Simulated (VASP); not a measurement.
## What goes wrong when the gap of Silicon is computed with a bad input

Aim: see how common mistakes in a band-structure run show up, on Silicon. The starting structure is a measured crystal structure from the Crystallography Open Database. Cell and atoms stay as given unless a step says otherwise.

Program: VASP 6.6.1. Level of theory: Kohn-Sham DFT with plane waves and PAW; LDA. Results are calculated unless marked as measured.

## 1. The structure

Symmetry: Fd-3m, No. 227, cubic system. Conventional cell: a = 5.431 Å, b = 5.431 Å, c = 5.431 Å, α = 90.00°, β = 90.00°, γ = 90.00°. Nearest to Si lie 4 Si at 2.35 Å.

Structure file:

```
Si
1.0
     0.00000    2.71548    2.71548
     2.71548    0.00000    2.71548
     2.71548    2.71548    0.00000
Si
2
Cartesian
  4.0732 4.0732 4.0732
  2.7155 2.7155 2.7155
```

## 2. Reference bands

Contents of INCAR:

```
SYSTEM = Si
PREC = Accurate
ENCUT = 350
EDIFF = 1E-06
NELM = 100
ISMEAR = 0
SIGMA = 0.03
LREAL = .FALSE.
ALGO = Normal
GGA = CA
NBANDS = 16
LORBIT = 11
LWAVE = .FALSE.
LCHARG = .FALSE.
KPAR = 8
LASPH = .TRUE.
```

Contents of POSCAR:

```
Si
1.0
    0.0000000000      2.7154800000      2.7154800000
    2.7154800000      0.0000000000      2.7154800000
    2.7154800000      2.7154800000      0.0000000000
Si
2
Direct
    0.7500000000      0.7500000000      0.7500000000
    0.5000000000      0.5000000000      0.5000000000
```

Contents of KPOINTS:

```
Automatic mesh
0
Gamma
8 8 8
0 0 0
```

Contents of KPOINTS_OPT:

```
Line mode
10
Line-mode
Reciprocal
  0.00000000   0.00000000   0.00000000 GAMMA
  0.50000000   0.00000000   0.50000000 X

  0.50000000   0.00000000   0.50000000 X
  0.50000000   0.25000000   0.75000000 W

  0.50000000   0.25000000   0.75000000 W
  0.37500000   0.37500000   0.75000000 K

  0.37500000   0.37500000   0.75000000 K
  0.00000000   0.00000000   0.00000000 GAMMA

  0.00000000   0.00000000   0.00000000 GAMMA
  0.50000000   0.50000000   0.50000000 L

  0.50000000   0.50000000   0.50000000 L
  0.62500000   0.25000000   0.62500000 U

  0.62500000   0.25000000   0.62500000 U
  0.50000000   0.25000000   0.75000000 W

  0.50000000   0.25000000   0.75000000 W
  0.50000000   0.50000000   0.50000000 L

  0.50000000   0.50000000   0.50000000 L
  0.37500000   0.37500000   0.75000000 K

  0.62500000   0.25000000   0.62500000 U
  0.50000000   0.00000000   0.50000000 X
```

PAW data sets: Si (LDA family, release 64).

Run with:

```console
> mpirun -np 8 vasp_std
```

Output:

```text
[banner, memory and clock lines left out]
running    8 mpi-ranks, on    1 nodes
 distrk:  each k-point on    1 cores,    8 groups
 distr:  one band on    1 cores,    1 groups

 POSCAR found type information on POSCAR Si
 POSCAR found :  1 types and       2 ions
|                                                                             |
|           W    W    AA    RRRRR   N    N  II  N    N   GGGG   !!!           |
|           W    W   A  A   R    R  NN   N  II  NN   N  G    G  !!!           |
|           W    W  A    A  R    R  N N  N  II  N N  N  G       !!!           |
|           W WW W  AAAAAA  RRRRR   N  N N  II  N  N N  G  GGG   !            |
|           WW  WW  A    A  R   R   N   NN  II  N   NN  G    G                |
|           W    W  A    A  R    R  N    N  II  N    N   GGGG   !!!           |
|                                                                             |
|     For optimal performance we recommend to set                             |
|       NCORE = 2 up to number-of-cores-per-socket                            |
|     NCORE specifies how many cores store one orbital (NPAR=cpu/NCORE).      |
|     This setting can greatly improve the performance of VASP for DFT.       |
|     The default, NCORE=1 might be grossly inefficient on modern             |
|     multi-core architectures or massively parallel machines. Do your        |
|     Unfortunately you need to use the default for GW and RPA                |
|     calculations (for HF NCORE is supported but not extensively tested      |
|     yet).                                                                   |
|                                                                             |

 LDA part: xc-table for (Slater(with rela. corr.)+CA(PZ))
 , standard interpolation
 POSCAR, INCAR and KPOINTS ok, starting setup
 FFT: planning ... GRIDC
 FFT: planning ... GRID_SOFT
 FFT: planning ... GRID
 WAVECAR not read
 entering main loop
       N       E                     dE             d eps       ncg     rms          rms(c)
DAV:   1     0.402358617638E+01    0.40236E+01   -0.23856E+03   928   0.290E+02
DAV:   2    -0.117757193581E+02   -0.15799E+02   -0.15245E+02  1320   0.652E+01
DAV:   3    -0.121698816940E+02   -0.39416E+00   -0.39383E+00  1104   0.842E+00
DAV:   4    -0.121721797212E+02   -0.22980E-02   -0.22979E-02  1272   0.820E-01
DAV:   5    -0.121721998684E+02   -0.20147E-04   -0.20147E-04  1144   0.699E-02    0.502E+00
DAV:   6    -0.119924165010E+02    0.17978E+00   -0.82015E-02  1200   0.870E-01    0.300E+00
DAV:   7    -0.119102563582E+02    0.82160E-01   -0.15010E-01  1200   0.122E+00    0.214E-01
DAV:   8    -0.119104442805E+02   -0.18792E-03   -0.69460E-03  1064   0.334E-01    0.924E-02
DAV:   9    -0.119104243605E+02    0.19920E-04   -0.13259E-04  1288   0.444E-02    0.606E-02
DAV:  10    -0.119104262969E+02   -0.19364E-05   -0.90574E-06  1176   0.134E-02    0.803E-03
DAV:  11    -0.119104256878E+02    0.60907E-06   -0.22774E-06  1264   0.473E-03
   1 F= -.11910426E+02 E0= -.11910426E+02  d E =-.206041E-12
 Start KPOINTS_OPT (optional k-point list driver)
k-point batch [1-29\100]
       N       E                     dE             ncg
DAV:   1     0.608132332663E+03   -0.54971E+04      928
DAV:   2     0.148034970504E+03   -0.46010E+03     1256
DAV:   3     0.136457749229E+03   -0.11577E+02     1248
DAV:   4     0.136392886624E+03   -0.64863E-01     1184
DAV:   5     0.136392353928E+03   -0.53270E-03     1248
DAV:   6     0.136392348354E+03   -0.55749E-05     1232
DAV:   7     0.136392348295E+03   -0.58883E-07     1024
[...]
k-point batch [88-100\100]
       N       E                     dE             ncg
DAV:   1     0.374280591704E+04   -0.31160E+04      416
DAV:   2     0.354022577817E+04   -0.20258E+03      592
DAV:   3     0.353536930053E+04   -0.48565E+01      520
DAV:   4     0.353534332358E+04   -0.25977E-01      552
DAV:   5     0.353534311385E+04   -0.20973E-03      520
DAV:   6     0.353534311164E+04   -0.22196E-05      552
DAV:   7     0.353534311161E+04   -0.23424E-07      448
```

It took 5.2 s on 8 MPI ranks of AMD EPYC 7R43, shared host; peak memory 0.82 GiB; 36 s of CPU time.

The logs omit lines about the potential files and the build; timing stands in the text.

Parts of OUTCAR (step 2):

```text
ion  position               nearest neighbor table
   1  0.750  0.750  0.750-   2 2.35   2 2.35   2 2.35   2 2.35
   2  0.500  0.500  0.500-   1 2.35   1 2.35   1 2.35   1 2.35

  LATTYP: Found a face centered cubic cell.
 ALAT       =     5.4309600000

 Subroutine GETGRP returns: Found 48 space group operations
 (whereof 24 operations were pure point group operations)

The static configuration has the point symmetry T_d .
 The point group associated with its full space group is O_h .

 Found     29 irreducible k-points:

   k-points           NKPTS =     29   k-points in BZ     NKDIM =     29   number of bands    NBANDS=     16

   dimension x,y,z NGX =    24 NGY =   24 NGZ =   24
   dimension x,y,z NGXF=    48 NGYF=   48 NGZF=   48

   ENCUT  =  350.0 eV  25.72 Ry    5.07 a.u.   5.86  5.86  5.86*2*pi/ulx,y,z

   NELECT =       8.0000    total number of electrons

 k-points in reciprocal lattice and weights: Automatic mesh
   0.00000000  0.00000000  0.00000000       0.002
   0.12500000  0.00000000  0.00000000       0.016
   0.25000000  0.00000000  0.00000000       0.016
   0.37500000  0.00000000  0.00000000       0.016
   0.50000000  0.00000000  0.00000000       0.008
   0.12500000  0.12500000  0.00000000       0.012
   0.25000000  0.12500000  0.00000000       0.047
   0.37500000  0.12500000  0.00000000       0.047
   0.50000000  0.12500000  0.00000000       0.047
[...]
-0.37500000  0.50000000  0.12500000       0.023
  -0.25000000  0.50000000  0.25000000       0.012

 average (electrostatic) potential at core
       1 -84.8919       2 -84.8919

 E-fermi :   5.9052

 k-point     1 :       0.0000    0.0000    0.0000
  band No.  band energies     occupation
      1      -6.1866      2.00000
      2       5.7710      2.00000
      3       5.7710      2.00000
      4       5.7710      2.00000
      5       8.2945      0.00000
      6       8.2945      0.00000
      7       8.2945      0.00000
      8       8.9773      0.00000
      9      13.4458      0.00000
    ...

 k-point     2 :       0.1250    0.0000    0.0000
  band No.  band energies     occupation
      1      -5.9825      2.00000
      2       4.1586      2.00000
      3       5.4815      2.00000
      4       5.4815      2.00000
      5       8.1924      0.00000
      6       8.7192      0.00000
      7       8.7192      0.00000
      8      10.3504      0.00000
      9      12.9995      0.00000
    ...

 k-point     3 :       0.2500    0.0000    0.0000
  band No.  band energies     occupation
      1      -5.3865      2.00000
      2       1.8277      2.00000
      3       5.0116      2.00000
      4       5.0116      2.00000
      5       7.6984      0.00000
      6       9.2343      0.00000
      7       9.2343      0.00000
      8      12.5341      0.00000
      9      12.9381      0.00000
    ...

  Total       -0.3731289     -0.3731289     -0.3731289      0.0000000      0.0000000     -0.0000000
  in kB      -14.9279329    -14.9279329    -14.9279329      0.0000000      0.0000000     -0.0000000
  external PRESSURE =     -14.9279329 kB  Pullay stress =       0.0000000 kB

  energy-cutoff  :      350.00
  volume of cell :       40.05
      direct lattice vectors                 reciprocal lattice vectors
     0.000000000  2.715480000  2.715480000    -0.184129509  0.184129509  0.184129509
     2.715480000  0.000000000  2.715480000     0.184129509 -0.184129509  0.184129509
     2.715480000  2.715480000  0.000000000     0.184129509  0.184129509 -0.184129509

 POSITION                                       TOTAL-FORCE (eV/Angst)
 -----------------------------------------------------------------------------------
      4.07322      4.07322      4.07322        -0.000000     -0.000000     -0.000000
      2.71548      2.71548      2.71548         0.000000      0.000000      0.000000
 -----------------------------------------------------------------------------------
    total drift:                                0.000000      0.000000      0.000000

  FREE ENERGIE OF THE ION-ELECTRON SYSTEM (eV)
  ---------------------------------------------------
  free  energy   TOTEN  =       -11.9104256878 eV

  energy  without entropy=      -11.9104256878  energy(sigma->0) =      -11.91042569

 total charge
# of ion       s       p       d       tot
------------------------------------------
    1        0.758   0.948   0.000   1.706
    2        0.758   0.948   0.000   1.706
--------------------------------------------------
tot          1.516   1.896   0.000   3.412

[... 3 further parts left out ...]
```

The reference gap is 0.479 eV.

## 3. Bands with a cutoff far too low

A slip made on purpose: a cutoff far too low. Against step 2 the input has ENCUT = 110 (also changed: NELM).

INCAR: that of step 2 with these lines changed.

```diff
@@ -2,5 +2,5 @@
 PREC = Accurate
-ENCUT = 350
+ENCUT = 110
 EDIFF = 1E-06
-NELM = 100
+NELM = 60
 ISMEAR = 0
```

POSCAR is that of step 2.

KPOINTS is that of step 2.

KPOINTS_OPT is that of step 2.

Run with:

```console
> mpirun -np 8 vasp_std
```

Output:

```text
[banner, memory and clock lines left out]
running    8 mpi-ranks, on    1 nodes
[...]
[... a notice as in an earlier step ...]

 LDA part: xc-table for (Slater(with rela. corr.)+CA(PZ))
 , standard interpolation
 POSCAR, INCAR and KPOINTS ok, starting setup
[...]
entering main loop
       N       E                     dE             d eps       ncg     rms          rms(c)
DAV:   1    -0.405788725565E+01   -0.40579E+01   -0.12544E+03  1024   0.119E+02
DAV:   2    -0.118868859035E+02   -0.78290E+01   -0.76462E+01  1240   0.353E+01
DAV:   3    -0.119839624966E+02   -0.97077E-01   -0.97066E-01  1080   0.335E+00
DAV:   4    -0.119840725629E+02   -0.11007E-03   -0.11007E-03  1232   0.135E-01
[...]
DAV:   9    -0.117410177919E+02    0.13716E-04   -0.50272E-05  1176   0.257E-02    0.242E-02
DAV:  10    -0.117410222157E+02   -0.44238E-05   -0.49690E-06  1208   0.813E-03    0.804E-03
DAV:  11    -0.117410218535E+02    0.36217E-06   -0.10106E-06   856   0.299E-03
   1 F= -.11741022E+02 E0= -.11741022E+02  d E =-.141630E-17
 Start KPOINTS_OPT (optional k-point list driver)
k-point batch [1-29\100]
       N       E                     dE             ncg
DAV:   1     0.367082607923E+03   -0.30519E+04     1064
DAV:   2     0.143679642308E+03   -0.22340E+03     1248
DAV:   3     0.141032499566E+03   -0.26471E+01     1096
DAV:   4     0.141029678141E+03   -0.28214E-02     1288
DAV:   5     0.141029674085E+03   -0.40565E-05     1032
DAV:   6     0.141029674077E+03   -0.76604E-08     1072
[...]
k-point batch [88-100\100]
       N       E                     dE             ncg
DAV:   1     0.219578028639E+04   -0.17699E+04      488
DAV:   2     0.208518075316E+04   -0.11060E+03      568
DAV:   3     0.208388244768E+04   -0.12983E+01      472
DAV:   4     0.208388105217E+04   -0.13955E-02      552
DAV:   5     0.208388105023E+04   -0.19343E-05      480
DAV:   6     0.208388105023E+04   -0.36184E-08      504
```

Elapsed: 2 s, on 8 MPI ranks; peak memory 0.54 GiB; 11 s of CPU time.

From OUTCAR (step 3):

```text
  Total       -0.5931897     -0.5931897     -0.5931897      0.0000000     -0.0000000      0.0000000
  in kB      -23.7319997    -23.7319997    -23.7319997      0.0000000     -0.0000000      0.0000000
  external PRESSURE =     -23.7319997 kB  Pullay stress =       0.0000000 kB

 POSITION                                       TOTAL-FORCE (eV/Angst)
 -----------------------------------------------------------------------------------
      4.07322      4.07322      4.07322        -0.000000      0.000000     -0.000000
      2.71548      2.71548      2.71548         0.000000     -0.000000      0.000000
 -----------------------------------------------------------------------------------
    total drift:                               -0.000000     -0.000000     -0.000000

  FREE ENERGIE OF THE ION-ELECTRON SYSTEM (eV)
  ---------------------------------------------------
  free  energy   TOTEN  =       -11.7410218535 eV

  energy  without entropy=      -11.7410218535  energy(sigma->0) =      -11.74102185

[... 1 part as in an earlier step ...]

[... 2 further parts left out ...]
[key lines of the parts left out:]
E-fermi :   6.0408
```

With a cutoff far too low the gap is 0.505 eV, +0.026 eV from the reference.

## 4. Bands with a wide metal-type smearing

A slip made on purpose: a wide metal-type smearing. Against step 2 the input has ISMEAR = 1 and SIGMA = 1 (also changed: NELM).

INCAR: that of step 3 with these lines changed.

```diff
@@ -2,7 +2,7 @@
 PREC = Accurate
-ENCUT = 110
+ENCUT = 350
 EDIFF = 1E-06
 NELM = 60
-ISMEAR = 0
-SIGMA = 0.03
+ISMEAR = 1
+SIGMA = 1
 LREAL = .FALSE.
```

POSCAR is that of step 3.

KPOINTS is that of step 3.

KPOINTS_OPT is that of step 3.

Run with:

```console
> mpirun -np 8 vasp_std
```

Output:

```text
[... set-up lines as in an earlier step ...]
 entering main loop
       N       E                     dE             d eps       ncg     rms          rms(c)
DAV:   1     0.403717564586E+01    0.40372E+01   -0.23856E+03   928   0.290E+02
DAV:   2    -0.117509482624E+02   -0.15788E+02   -0.15227E+02  1320   0.651E+01
DAV:   3    -0.121447386316E+02   -0.39379E+00   -0.39340E+00  1104   0.842E+00
DAV:   4    -0.121470338316E+02   -0.22952E-02   -0.22951E-02  1272   0.820E-01
[...]
DAV:   9    -0.118834952322E+02    0.45005E-04   -0.19931E-04  1224   0.514E-02    0.630E-02
DAV:  10    -0.118834962205E+02   -0.98830E-06   -0.13896E-05  1208   0.160E-02    0.114E-02
DAV:  11    -0.118834954393E+02    0.78124E-06   -0.25347E-06  1232   0.507E-03
   1 F= -.11883495E+02 E0= -.11913379E+02  d E =0.896494E-01
 Start KPOINTS_OPT (optional k-point list driver)
k-point batch [1-29\100]
       N       E                     dE             ncg
DAV:   1     0.607986982298E+03   -0.54973E+04      928
DAV:   2     0.147861603347E+03   -0.46013E+03     1256
DAV:   3     0.136283091249E+03   -0.11579E+02     1248
DAV:   4     0.136218204257E+03   -0.64887E-01     1184
DAV:   5     0.136217671211E+03   -0.53305E-03     1248
DAV:   6     0.136217665630E+03   -0.55810E-05     1232
DAV:   7     0.136217665572E+03   -0.57580E-07     1024
[...]
k-point batch [88-100\100]
       N       E                     dE             ncg
DAV:   1     0.374274097553E+04   -0.31161E+04      416
DAV:   2     0.354014881226E+04   -0.20259E+03      592
DAV:   3     0.353529166347E+04   -0.48571E+01      520
DAV:   4     0.353526567521E+04   -0.25988E-01      552
DAV:   5     0.353526546532E+04   -0.20988E-03      520
DAV:   6     0.353526546310E+04   -0.22219E-05      552
DAV:   7     0.353526546308E+04   -0.23963E-07      448
```

The job ended after 5.2 s (8 MPI ranks; peak memory 0.82 GiB).

From OUTCAR (step 4):

```text
  Total       -0.4261297     -0.4261297     -0.4261297      0.0000000      0.0000000     -0.0000000
  in kB      -17.0483598    -17.0483598    -17.0483598      0.0000000      0.0000000     -0.0000000
  external PRESSURE =     -17.0483598 kB  Pullay stress =       0.0000000 kB

  FREE ENERGIE OF THE ION-ELECTRON SYSTEM (eV)
  ---------------------------------------------------
  free  energy   TOTEN  =       -11.8834954393 eV

  energy  without entropy=      -11.9731447908  energy(sigma->0) =      -11.91337856

[... 3 parts as in an earlier step ...]

[... 1 further part left out ...]
[key lines of the parts left out:]
E-fermi :   5.9507
```

With a wide metal-type smearing the gap is 0.480 eV, +0.001 eV from the reference.

(Continued in part 2 of 2.)

[Lines on the potential files, build, host, timing and source positions are cut from VASP's logs without a mark.]

[Logs are printed without paths, hosts, clocks, repeated set-up lines and the standing remarks that a program may print on its own settings, such as how far it seeks lower states.]

[Hosts, paths, dates, database ids (printed as entryN), source tags and the programs' standing remarks are cut or masked in the printed files.]
